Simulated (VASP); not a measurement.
Here is the system:

```xyz
65
Lattice="7.1466 0.0000 0.0000 0.0000 7.1466 0.0000 0.0000 0.0000 7.1466" Properties=species:S:1:pos:R:3 pbc="T T T"
C      3.5733     0.0000     0.0000
C      4.4956     0.8995     0.8686
C      5.3599     1.7866     0.0000
C      6.2532     2.6800     0.8933
C      5.3599     0.0000     1.7866
C      6.2532     0.8933     2.6800
C      0.0000     0.0000     0.0000
C      0.8726     0.8710     0.9112
C      1.7599     1.8044     7.1398
C      2.6687     2.6635     0.8946
C      3.6221     3.5764     0.0181
C      4.4557     4.4282     0.9141
C      5.3599     5.3599     0.0000
C      6.2532     6.2532     0.8933
C      1.7559     7.1431     1.7557
C      2.6375     0.8464     2.6451
C      3.5489     1.7435     1.8294
C      4.4713     2.7268     2.7198
C      5.3490     3.5611     1.8018
C      6.2532     4.4666     2.6800
C      3.5395     0.0055     3.5359
C      4.5112     0.9417     4.4467
C      5.3869     1.7678     3.6212
C      6.2532     2.6800     4.4666
C      5.3599     0.0000     5.3599
C      6.2532     0.8933     6.2532
C      0.0000     3.5733     0.0000
C      0.8952     4.4714     0.8797
C      1.7866     5.3599     0.0000
C      2.6800     6.2532     0.8933
C      7.1393     1.8127     1.8086
C      0.9051     2.6565     2.6975
C      1.7555     3.5957     1.7984
C      2.6906     4.4857     2.6840
C      3.5817     5.3704     1.7673
C      4.4666     6.2532     2.6800
C      0.0000     0.0000     3.5733
C      0.9012     0.8500     4.4994
C      1.8264     1.7786     3.5785
C      2.6921     2.7269     4.4832
C      3.5680     3.5457     3.6119
C      4.4428     4.4256     4.4840
C      5.3599     5.3599     3.5733
C      6.2532     6.2532     4.4666
C      1.7866     0.0000     5.3599
C      2.6800     0.8933     6.2532
C      3.5917     1.7446     5.3605
C      4.4666     2.6800     6.2532
C      5.3599     3.5733     5.3599
C      6.2532     4.4666     6.2532
C      0.0000     5.3599     1.7866
C      0.8933     6.2532     2.6800
C      0.0379     3.5694     3.5394
C      0.8919     4.4258     4.4646
C      1.8051     5.3998     3.5560
C      2.6800     6.2532     4.4666
C      0.0000     1.7866     5.3599
C      0.8933     2.6800     6.2532
C      1.8316     3.5420     5.4056
C      2.6800     4.4666     6.2532
C      3.5733     5.3599     5.3599
C      4.4666     6.2532     6.2532
C      0.0000     5.3599     5.3599
C      0.8933     6.2532     6.2532
Li     2.6922     2.7077     2.6843
```
Cell charge +1.

Method: PBE GGA, VASP's PBE PAW potentials (set 64) (plane waves; VASP 6.6.1). Numerical set-up: PREC = Normal, LREAL = Auto, ISYM = 0, NELECT = 256.0, EDIFF = 1E-5, 400 eV cut-off, 1×1×1 Γ-centred mesh, Gaussian smearing of 0.050 eV, potentials C Li.

The cell is charged, with a uniform compensating background. The supercell is sampled at Γ alone, which is coarse: total energies, pressure and levels can be off, energies of defects by several tenths of an eV.

Q: The ions are relaxed. Give the cell that the relaxation ends in.

A: 
```xyz
65
Lattice="7.1466 0.0000 0.0000 0.0000 7.1466 0.0000 0.0000 0.0000 7.1466" Properties=species:S:1:pos:R:3 pbc="T T T"
C      3.5757     7.1379     7.1428
C      4.4880     0.8707     0.8757
C      5.3675     1.7827     7.1431
C      6.2546     2.6776     0.8903
C      5.3673     7.1381     1.7878
C      6.2545     0.8854     2.6824
C      0.0011     7.1437     0.0022
C      0.8945     0.8907     0.8955
C      1.7831     1.7793     7.1380
C      2.6813     2.6780     0.8449
C      3.5797     3.5763     7.1380
C      4.4681     4.4648     0.8958
C      5.3617     5.3580     0.0024
C      6.2545     6.2512     0.8954
C      1.7829     7.1332     1.7841
C      2.6814     0.8399     2.6828
C      3.6226     1.7370     1.7418
C      4.5201     2.6782     2.6830
C      5.3728     3.5763     1.7842
C      6.2547     4.4703     2.6826
C      3.5798     7.1332     3.5809
C      4.4685     0.8909     4.4698
C      5.3728     1.7794     3.5812
C      6.2548     2.6777     4.4753
C      5.3619     7.1437     5.3633
C      6.2548     0.8902     6.2561
C      7.1417     3.5724     7.1431
C      0.8743     4.4851     0.8755
C      1.7864     5.3640     7.1428
C      2.6811     6.2511     0.8902
C      7.1365     1.7793     1.7840
C      0.8431     2.6776     2.6826
C      1.7402     3.6192     1.7416
C      2.6816     4.5163     2.6830
C      3.5796     5.3692     1.7843
C      4.4737     6.2512     2.6827
C      7.1418     7.1384     3.5771
C      0.8744     0.8708     4.4895
C      1.7401     1.7365     3.6242
C      2.6820     2.6780     4.5215
C      3.6237     3.6195     3.6246
C      4.4895     4.4852     4.4904
C      5.3679     5.3641     3.5775
C      6.2549     6.2513     4.4699
C      1.7867     7.1383     5.3684
C      2.6815     0.8854     6.2558
C      3.5802     1.7793     5.3743
C      4.4739     2.6778     6.2562
C      5.3681     3.5725     5.3694
C      6.2549     4.4649     6.2562
C      7.1417     5.3642     1.7877
C      0.8891     6.2513     2.6825
C      7.1365     3.5761     3.5810
C      0.8945     4.4646     4.4693
C      1.7830     5.3691     3.5808
C      2.6815     6.2511     4.4746
C      7.1420     1.7828     5.3690
C      0.8892     2.6776     6.2559
C      1.7831     3.5762     5.3739
C      2.6813     4.4702     6.2559
C      3.5764     5.3640     5.3689
C      4.4685     6.2510     6.2560
C      0.0013     5.3580     5.3630
C      0.8943     6.2511     6.2557
Li     2.6820     2.6789     2.6843
```
Cell charge +1.

Q: How much energy does the relaxation gain?

A: The energy (σ→0) changes by -35.8 meV/atom, in 15 ionic steps.

The cell is a supercell with a defect, built from C (diamond): Li_i, charge +1. The run is not spin-polarised, so no state with unpaired spins was tried.
